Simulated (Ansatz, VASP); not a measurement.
**Cross-check of LiCl between VASP and Ansatz**

Wanted: the spread between two codes on one cell, functional and k mesh. The cell is taken from a series of runs on this material, whose earlier steps may have relaxed, scaled, displaced or heated it; both programs get it as it stands.

Calculated with Ansatz 0.2.0; plane waves, with VASP 6.6.1 beside it; relaxation of cell and atoms at LDA.

### Step 1. The starting structure

Symmetry: Fm-3m, No. 225, cubic system. Conventional cell: a = 4.964 Å, b = 4.964 Å, c = 4.964 Å, α = 90.00°, β = 90.00°, γ = 90.00°. Nearest to Li lie 6 Cl at 2.48 Å. Nearest to Cl lie 6 Li at 2.48 Å. Farther neighbours and most contacts between anions are not listed.

### Step 2. VASP: relaxation of cell and atoms, LDA

The relaxed volume is the usual yardstick between codes: in a stiff, nearly cubic crystal its relative difference is about their pressure difference at one cell divided by the bulk modulus.

Lines of VASP's logs that name or quote its potential files are left out, and so is its time.

File INCAR:

```
SYSTEM = LiCl
PREC = Accurate
ENCUT = 750
EDIFF = 1E-07
NELM = 120
ISMEAR = 0
SIGMA = 0.02
LREAL = .FALSE.
ALGO = Normal
GGA = PW92
NBANDS = 11
LORBIT = 11
LWAVE = .FALSE.
LCHARG = .FALSE.
ISIF = 3
IBRION = 2
NSW = 80
EDIFFG = -0.005
LASPH = .TRUE.
GGA_COMPAT = .FALSE.
NELMIN = 4
EFERMI = MIDGAP
```

File POSCAR:

```
LiCl
1.0
    0.0000000000      2.4820710000      2.4820710000
    2.4820710000      0.0000000000      2.4820710000
    2.4820710000      2.4820710000      0.0000000000
Li Cl
1 1
Direct
    0.0000000000      0.0000000000      0.0000000000
    0.5000000000      0.5000000000      0.5000000000
```

File KPOINTS:

```
Automatic mesh
0
Gamma
8 8 8
0 0 0
```

Potentials, in the order of the species: Li_sv and Cl (LDA family, release 64).

Launch:

```sh
$ mpirun -np 1 vasp_std
```

Numbers of over 12 decimals in the logs are rounded to 6 here.

The program printed:

```text
[banner, memory and clock lines left out]
running    1 mpi-ranks, on    1 nodes
 distrk:  each k-point on    1 cores,    1 groups
 distr:  one band on    1 cores,    1 groups

 POSCAR found type information on POSCAR LiCl
 POSCAR found :  2 types and       2 ions
|                                                                             |
|               ----> ADVICE to this user running VASP <----                  |
|                                                                             |
|     You enforced a specific xc type in the INCAR file but a different       |
|     [... a line on the potential file left out ...]
|     I HOPE YOU KNOW WHAT YOU ARE DOING!                                     |
|                                                                             |

 LDA part: xc-table for (Slater(with rela. corr.)+PW92), standard interpolation
 POSCAR, INCAR and KPOINTS ok, starting setup
 FFT: planning ... GRIDC
 FFT: planning ... GRID_SOFT
 FFT: planning ... GRID
 WAVECAR not read
 entering main loop
       N       E                     dE             d eps       ncg     rms          rms(c)
DAV:   1     0.507068054401E+02    0.50707E+02   -0.52468E+03   638   0.108E+03
DAV:   2    -0.528563823146E+01   -0.55992E+02   -0.52631E+02   855   0.170E+02
DAV:   3    -0.808753018956E+01   -0.28019E+01   -0.27931E+01   790   0.409E+01
DAV:   4    -0.816087076828E+01   -0.73341E-01   -0.73294E-01   919   0.681E+00
DAV:   5    -0.816227360442E+01   -0.14028E-02   -0.14028E-02   810   0.826E-01    0.253E+00
DAV:   6    -0.809832862135E+01    0.63945E-01   -0.11520E-01   849   0.166E+00    0.175E+00
DAV:   7    -0.809067069567E+01    0.76579E-02   -0.30768E-02   959   0.949E-01    0.843E-01
DAV:   8    -0.809050139120E+01    0.16930E-03   -0.24402E-03   901   0.356E-01    0.121E-01
DAV:   9    -0.809048083056E+01    0.20561E-04   -0.10244E-04   810   0.738E-02    0.255E-02
DAV:  10    -0.809048798831E+01   -0.71577E-05   -0.68577E-06   789   0.207E-02    0.736E-03
DAV:  11    -0.809048787859E+01    0.10972E-06   -0.96817E-07   749   0.723E-03    0.175E-03
DAV:  12    -0.809048786961E+01    0.89771E-08   -0.38014E-08   504   0.168E-03
   1 F= -.80904879E+01 E0= -.80904879E+01  d E =-.809049E+01
 curvature:   0.00 expect dE= 0.000E+00 dE for cont linesearch  0.000E+00
 trial: gam= 0.00000 g(F)=  0.150E-61 g(S)=  0.153E-04 ort = 0.000E+00 (trialstep = 0.100E+01)
 search vector abs. value=  0.153E-04
 bond charge predicted
       N       E                     dE             d eps       ncg     rms          rms(c)
DAV:   1    -0.809055351000E+01   -0.65631E-04   -0.10135E-03   671   0.207E-01    0.486E-02
DAV:   2    -0.809050483900E+01    0.48671E-04   -0.11540E-04   784   0.657E-02    0.168E-02
DAV:   3    -0.809049908265E+01    0.57564E-05   -0.21866E-05   728   0.269E-02    0.104E-02
DAV:   4    -0.809049866698E+01    0.41567E-06   -0.56177E-07  1092   0.559E-03    0.159E-03
DAV:   5    -0.809049864196E+01    0.25012E-07   -0.89532E-08   457   0.197E-03
   2 F= -.80904986E+01 E0= -.80904986E+01  d E =-.107724E-04
 trial-energy change:   -0.000011  1 .order   -0.000011   -0.000015   -0.000006
 step:   1.7277(harm=  1.7277)  dis= 0.00000  next Energy=    -8.090501 (dE=-0.132E-04)
 reached required accuracy - stopping structural energy minimisation
```

From OUTCAR (step 2):

```text
ion  position               nearest neighbor table
   1  0.000  0.000  0.000-   2 2.48   2 2.48   2 2.48   2 2.48   2 2.48   2 2.48
   2  0.500  0.500  0.500-   1 2.48   1 2.48   1 2.48   1 2.48   1 2.48   1 2.48

  LATTYP: Found a face centered cubic cell.
 ALAT       =     4.9641420000

 Subroutine GETGRP returns: Found 48 space group operations
 (whereof 48 operations were pure point group operations)

The static configuration has the point symmetry O_h .

 Found     29 irreducible k-points:

   k-points           NKPTS =     29   k-points in BZ     NKDIM =     29   number of bands    NBANDS=     11

   dimension x,y,z NGX =    32 NGY =   32 NGZ =   32
   dimension x,y,z NGXF=    64 NGYF=   64 NGZF=   64

   ENCUT  =  750.0 eV  55.12 Ry    7.42 a.u.   7.84  7.84  7.84*2*pi/ulx,y,z

   NELECT =      10.0000    total number of electrons

 k-points in reciprocal lattice and weights: Automatic mesh
   0.00000000  0.00000000  0.00000000       0.002
   0.12500000  0.00000000  0.00000000       0.016
   0.25000000  0.00000000  0.00000000       0.016
   0.37500000  0.00000000  0.00000000       0.016
   0.50000000  0.00000000  0.00000000       0.008
   0.12500000  0.12500000  0.00000000       0.012
   0.25000000  0.12500000  0.00000000       0.047
   0.37500000  0.12500000  0.00000000       0.047
   0.50000000  0.12500000  0.00000000       0.047
[...]
-0.37500000  0.50000000  0.12500000       0.023
  -0.25000000  0.50000000  0.25000000       0.012

 average (electrostatic) potential at core
       1 -63.9243       2 -95.9478

 E-fermi :   4.5201

 k-point     1 :       0.0000    0.0000    0.0000
  band No.  band energies     occupation
      1     -41.0828      2.00000
      2     -12.4489      2.00000
      3       1.2600      2.00000
      4       1.2600      2.00000
      5       1.2600      2.00000
      6       7.8802      0.00000
      7      13.0794      0.00000
      8      13.0794      0.00000
      9      13.0794      0.00000
     10      15.9493      0.00000
    ...

 k-point     2 :       0.1250    0.0000    0.0000
  band No.  band energies     occupation
      1     -41.0820      2.00000
      2     -12.3541      2.00000
      3       0.6379      2.00000
      4       1.2101      2.00000
      5       1.2101      2.00000
      6       8.3398      0.00000
      7      12.3017      0.00000
      8      13.0085      0.00000
      9      13.0085      0.00000
     10      14.3728      0.00000
    ...

 k-point     3 :       0.2500    0.0000    0.0000
  band No.  band energies     occupation
      1     -41.0801      2.00000
      2     -12.1094      2.00000
      3      -0.6018      2.00000
      4       1.0975      2.00000
      5       1.0975      2.00000
      6       8.5188      0.00000
      7      11.7959      0.00000
      8      11.7959      0.00000
      9      12.4500      0.00000
     10      15.2848      0.00000
    ...

  Total       -0.0061181     -0.0061181     -0.0061181      0.0000000      0.0000000     -0.0000000
  in kB       -0.3208581     -0.3208581     -0.3208581      0.0000000      0.0000000     -0.0000000
  external PRESSURE =      -0.3208581 kB  Pullay stress =       0.0000000 kB

  energy-cutoff  :      750.00
  volume of cell :       30.55
      direct lattice vectors                 reciprocal lattice vectors
     0.000000000  2.481201331  2.481201331    -0.201515288  0.201515288  0.201515288
     2.481201331 -0.000000000  2.481201331     0.201515288 -0.201515288  0.201515288
     2.481201331  2.481201331  0.000000000     0.201515288  0.201515288 -0.201515288

 POSITION                                       TOTAL-FORCE (eV/Angst)
 -----------------------------------------------------------------------------------
      2.48120     -0.00000      2.48120        -0.000000     -0.000000      0.000000
      2.48120      2.48120      2.48120         0.000000      0.000000      0.000000
 -----------------------------------------------------------------------------------
    total drift:                                0.000000     -0.000000      0.000000

  FREE ENERGIE OF THE ION-ELECTRON SYSTEM (eV)
  ---------------------------------------------------
  free  energy   TOTEN  =        -8.0904986420 eV

  energy  without entropy=       -8.0904986420  energy(sigma->0) =       -8.09049864

 reached required accuracy - stopping structural energy minimisation

 total charge
# of ion       s       p       d       tot
------------------------------------------
    1        2.010   0.057   0.000   2.067
    2        1.586   3.580   0.000   5.166
--------------------------------------------------
tot          3.596   3.637   0.000   7.233

[... 3 further parts left out ...]
```

CONTCAR:

```
LiCl
   1.00000000000000
     0.0000000000000000    2.4812013305989535    2.4812013305989531
     2.4812013305989531   -0.0000000000000000    2.4812013305989531
     2.4812013305989531    2.4812013305989535    0.0000000000000000
  Li              Cl
     1     1
Direct
     0.0000000000000000    1.0000000000000000    0.0000000000000000
     0.5000000000000000    0.5000000000000000    0.5000000000000000
```

The run keeps the 48 symmetry operations of its start, so it cannot find a distortion of lower symmetry.

### Step 3. Ansatz: relaxation of cell and atoms, LDA

Ansatz runs on its default PAW (the set named soft_2) files.

The same cell, functional (in two slightly different forms), mesh and smearing now go to Ansatz, which takes its cutoff from its data sets.

File input.yaml:

```yaml
crystal:
  lattice:
    - [0.0, 2.4820709685, 2.4820709685]
    - [2.4820709685, 0.0, 2.4820709685]
    - [2.4820709685, 2.4820709685, 0.0]
  atoms:
    - { symbol: Li, position: [0.0, 0.0, 0.0] }
    - { symbol: Cl, position: [0.5, 0.5, 0.5] }
kpoints:
  mp_grid: { grid: [8, 8, 8] }
hamiltonian:
  xc: lda
scf:
  occupations: { method: gaussian, width: 0.02 }
output:
  forces: true
  stress: true
  eigenvalues: true
relax:
  adjacent_minimum: "off"
  f_tol: 0.005
  max_steps: 80
  cell: { stress_tol: 0.05 }
```

Launch:

```sh
$ ansatz run input.yaml --threads 4 --pin off --max-ram 16384MiB --backend cpu --events-out ev --progress --plain --runs-dir out
```

The program printed:

```text
Engine: ansatz 0.2.0, x86_64-unknown-linux-gnu
Pseudopotentials: kind: paw
Pseudopotential: Li, paw, valence charge 3, recommended cutoff 420 eV (normal), Li.paw.azcp
Pseudopotential: Cl, paw, valence charge 7, recommended cutoff 420 eV (normal), Cl.paw.azcp
Functional definition: SPW92
  exchange = slater_x
  correlation = pw_c
Crystal: 2 atoms, lattice volume = 30.582 Å³
Basis set: ecut = 420 eV, 609 PW (Γ)
Bands: 9, of which v1, the nominal top of the filled ones, is band 5 counted from 1 (4 counted from 0)
Symmetry: 48 space group operations
Space group: Fm-3m (ITA 225), of the structure as read, at distance tolerance 3.1e-5 Å
k-points: 29 of 512
Non-local potential: Li, projectors of the file, l = 0: 3, l = 1: 2, l = 2: 1
Non-local potential: Cl, projectors of the file, l = 0: 2, l = 1: 2, l = 2: 2
PAW form: soft (Blöchl's): semilocal exchange-correlation on the pseudo side does not see the compensation charge
PAW frozen core: Cl, regenerated for the run's functional, and the local potential with it (the file was generated under x = pbe(κ = 0.804, μ = 0.219515), c = pbe(β = 0.066725))
PAW one-centre angular grid: Li, 110 points (default); XC on 64 Gauss nodes
PAW one-centre angular grid: Cl, 110 points (default); XC on 64 Gauss nodes
Initial density: superposition of atomic densities (neutral atoms: chi_scale 0, normalization atom), corrected by the library's trained network
Initial wavefunctions: pseudopotential atomic-orbital guess
Functional: x = slater, c = lda
SCF iter   1: F=—  HF=-1249.484356 eV  |F-HF|=—  |Δ(HF+E_count)|=         —  Δρ=7.20e-3  dr2=1.14e-2  ethr=1.77e-3  ⟨swp⟩=5.0  Hψ=1824  notcnv=0
preconditioner: auto → none  [insulator: Δε(μ)=6.422 eV  Ē_g=14.308 eV  σ=0.020 eV  W_gap=1.00  n_scr=8 (ndim 8)  ℏωp=19.0 eV  f_vac=0.000  D(μ)=0.00/eV (n_scr^D=0)  ε∞_Penn≈2.8]
SCF iter   2: F=—  HF=-1249.477470 eV  |F-HF|=—  |Δ(HF+E_count)|=   6.89e-3  Δρ=3.15e-3  dr2=1.27e-3  ethr=1.14e-4  ⟨swp⟩=3.0  Hψ=750  notcnv=0
SCF iter   3: F=—  HF=-1249.476451 eV  |F-HF|=—  |Δ(HF+E_count)|=   1.02e-3  Δρ=5.85e-4  dr2=1.20e-4  ethr=1.27e-5  ⟨swp⟩=2.0  Hψ=503  notcnv=0
SCF iter   4: F=—  HF=-1249.476410 eV  |F-HF|=—  |Δ(HF+E_count)|=   4.07e-5  Δρ=9.53e-5  dr2=1.26e-6  ethr=1.20e-6  ⟨swp⟩=2.6  Hψ=382  notcnv=0
SCF iter   5: F=—  HF=-1249.476405 eV  |F-HF|=—  |Δ(HF+E_count)|=   4.89e-6  Δρ=5.08e-6  dr2=6.21e-9  ethr=1.26e-8  ⟨swp⟩=2.5  Hψ=409  notcnv=0
SCF iter   6: F=-1249.476405 eV  HF=-1249.476405 eV  |F-HF|=2.50e-12  |Δ(HF+E_count)|=   1.41e-9  Δρ=5.46e-7  dr2=2.37e-11  ethr=6.21e-11  ⟨swp⟩=1.9  Hψ=784  notcnv=0
SCF 1 converged in 6 iterations: F = -1249.476405 eV  dr2 = 2.37e-11
  greatest PAW one-centre occupation: 1.000 electrons in one spin orbital (limit 2), on the Li atom at site 0 (counted from 0), in its partial waves of l = 0
relax step   1: F+E_penalty+E_count = -1249.47640497 eV  Δ(F+E_penalty+E_count) = +0.000e0 eV  max|allowed force component| = 4.852e-30 eV/Å  Δτ_max = 0.0000 Å  P = +0.006 GPa  Ω = 30.582 Å³  (6 SCF iters, dr2 threshold 1.00e-7 eV, accepted)
Initial density: handed on by an earlier stage of this run
Initial wavefunctions: pseudopotential atomic-orbital guess (no wavefunctions were taken with the density)
iter 1 solved again at ethr=1.54e-8 eV; its pass at ethr=3.10e-3 eV (dr2=1.54e-6 eV) is discarded
SCF iter   1: F=—  HF=-1249.476405 eV  |F-HF|=—  |Δ(HF+E_count)|=         —  Δρ=5.62e-7  dr2=2.84e-11  ethr=1.54e-8  ⟨swp⟩=3.1  Hψ=2615  notcnv=0
eigensolver tolerance schedule: the retry pair's looser diagonalisation over-reported the residual by 54312.01 of it (diagonalisation noise at 0.37 of the residual, at the tolerance the schedule requests for it); recorded, not acted on — ethr = c·dr2/N_el stays at c = 1.0e-1
preconditioner: auto → none  [insulator: Δε(μ)=6.489 eV  Ē_g=14.354 eV  σ=0.020 eV  W_gap=1.00  n_scr=8 (ndim 8)  ℏωp=19.0 eV  f_vac=0.000  D(μ)=0.00/eV (n_scr^D=0)  ε∞_Penn≈2.8]
SCF iter   2: F=-1249.476405 eV  HF=-1249.476405 eV  |F-HF|=9.09e-13  |Δ(HF+E_count)|=  1.14e-11  Δρ=2.87e-7  dr2=7.27e-12  ethr=1.00e-12  ⟨swp⟩=4.3  Hψ=1363  notcnv=0
SCF 2 converged in 2 iterations: F = -1249.476405 eV  dr2 = 7.27e-12
relax step   2: F+E_penalty+E_count = -1249.47640497 eV  Δ(F+E_penalty+E_count) = -8.868e-12 eV  max|allowed force component| = 2.991e-30 eV/Å  Δτ_max = 0.0000 Å  P = +0.006 GPa  Ω = 30.582 Å³  stress off target by 6.09e-3 GPa  SCF on the basis re-selected at this cell (its energy is not comparable with the rows above)  (2 SCF iters)
basis re-selected at this cell: Δ(F+E_penalty+E_count) = -8.868e-12 eV, ΔP = -0.000 GPa vs the last step (what re-selecting the basis moved, of the pressure what is left beyond the Pulay correction that the steps carried, after the strain that the cell walked since its last selection, with what the two solves' SCF thresholds leave and, on support functions, any second-order correction that the steps lacked; it is no  [...]
SCF converged after 2 iterations
Free energy (F): -1249.476405 eV
Harris-Foulkes:  -1249.476405 eV  (|F-HF|=9.09e-13)
Internal energy: -1249.476405 eV  (E = F + TS)
E sigma→0 (E₀):  -1249.476405 eV
Fermi energy:    5.640151 eV
--- Per-component energies (eV) ---
  E_band       = -95.811017
  E_kinetic    = 184.436810
  E_local      = -304.725662  (includes V_loc(G=0)·N_el)
  E_nonlocal   = -2.702392
  E_hartree    = 86.789029
  E_xc         = -117.522451
  E_vxc        = -136.594741  (∫ρ·V_xc dr)
  E_paw        = -643.876629  (= ΣΔE_a)
  E_vpaw       = -9.803198  (= ΣTr[D̂ρ^β])
  E_aug_tail   = 0.000115  (compensation charges beyond the density's cutoff)
  E_ewald      = -452.065715
  E_core_change = 0.190492  (= ΣΔE_core)
  E_smearing   = -0.000000  (= −TS)
  E_closure    = 0.000000  (closes the sum)
  Σ components = -1249.476405   (vs F -1249.476405, Δ=0.00e0)
--- Forces (eV/Å), atoms counted from 1 ---
  atom   1  Li     0.00000000    -0.00000000     0.00000000
  atom   2  Cl     0.00000000     0.00000000     0.00000000
  max |Σ_I F_I| component: 8.22e-30 eV/Å
--- Stress (GPa, compression-positive) ---
        0.006092      -0.000000       0.000000
       -0.000000       0.006092       0.000000
        0.000000       0.000000       0.006092
  P = ⅓ Tr σ = 0.0061 GPa (0.061 kbar)
--- Band table (eV; the first three rows and the last of 29) ---
  k-point 0: bands = ["-39.9119", "-11.3315", "2.3958", "2.3958", "2.3958", "8.9922", "14.0304", "14.0304", "14.0304"]
  k-point 1: bands = ["-39.9111", "-11.2375", "1.7741", "2.3461", "2.3461", "9.4528", "13.3139", "13.9867", "13.9867"]
  k-point 2: bands = ["-39.9092", "-10.9949", "0.5364", "2.2338", "2.2338", "9.6247", "12.8231", "12.8231", "13.5116"]
  k-point 28: bands = ["-39.9048", "-10.2843", "-0.1797", "-0.1797", "1.1301", "12.0285", "12.3987", "12.8133", "12.8133"]
--- Relaxed structure (1 steps of the walk, 1 accepted, 1 SCFs on fresh bases) ---
  F+E_penalty+E_count = -1249.47640497 eV   max|allowed force component| = 2.991e-30 eV/Å   (the final SCF, on the basis selected at the relaxed cell)
  cell:  # Å, volume = 30.5825 Å³
    - [0.0, 2.4820709685, 2.4820709685]
    - [2.4820709685, 0.0, 2.4820709685]
    - [2.4820709685, 2.4820709685, 0.0]
  atoms:
    - { symbol: Li, position: [0.0, 0.0, 0.0] }
    - { symbol: Cl, position: [0.5, 0.5, 0.5] }
```

### Step 4. Side by side

Known differences besides the potentials themselves: the cutoff is 420 eV in Ansatz and 750 eV in VASP; VASP's log shows a relativistic correction to its local exchange, Ansatz's none; Ansatz adds a Pulay correction to the stress that steers its cell, VASP none. Total energies have different zeros and are not compared.

The two programs side by side:

| quantity | Ansatz | VASP | difference |
| --- | --- | --- | --- |
| volume (Å³) | 30.58 | 30.55 | +0.11 % |
| edge a after relaxation, in the typed setting (Å) | 3.510 | 3.509 | +0.04 % |

### Step 5. Summary of results

```json
{
 "difference in volume (relaxation of cell and atoms, LDA)": "0.11 %"
}
```

The difference in volume is 0.11 % (relaxation of cell and atoms, LDA), within the 1.2 % picked in this series as the mark of a large difference, as far as the stopping tolerances let one tell. 1 further run of this series is not shown here. How closely two codes agree says nothing of how well the functional describes the real material.

[Lines on the potential files, build, host, timing and source positions are cut from VASP's logs without a mark.]

[Logs are printed without paths, hosts, clocks, repeated set-up lines and the standing remarks that a program may print on its own settings, such as how far it seeks lower states.]

[Hosts, paths, dates, database ids (printed as entryN), source tags and the programs' standing remarks are cut or masked in the printed files.]
